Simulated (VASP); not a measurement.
Here is a VASP 6.6.1 calculation.

INCAR

```
SYSTEM = TiAu
PREC = Accurate
ENCUT = 520
EDIFF = 1E-7
ISMEAR = -1
SIGMA = 0.02
LREAL = .False.
LASPH = .True.
NELM = 100
ALGO = Normal
ISIF = 2
LWAVE = .False.
LCHARG = .False.
NBANDS = 18
```

KPOINTS

```
Automatic mesh
0
Gamma
  6 6 6
  0.5 0.5 0.5
```

File POSCAR:

```
TiAu
1.0
    3.2540000000      0.0000000000      0.0000000000
    0.0000000000      3.2540000000      0.0000000000
    0.0000000000      0.0000000000      3.2540000000
Ti Au
1 1
Direct
    0.5000000000      0.5000000000      0.5000000000
    0.0000000000      0.0000000000      0.0000000000
```

Potentials or basis: VASP PAW LDA potentials, release 64 (Ti_sv, Au).

The run is started by

```console
$ cat potpaw_LDA.64/Ti_sv/POTCAR potpaw_LDA.64/Au/POTCAR > POTCAR
$ mpirun -np 1 vasp_std > vasp.out
```

(1) Predict the band gap on the k mesh.

(2) What does it give for the pressure?

Answers

(1) none (metal or under the smearing width).

(2) -8.8 GPa.
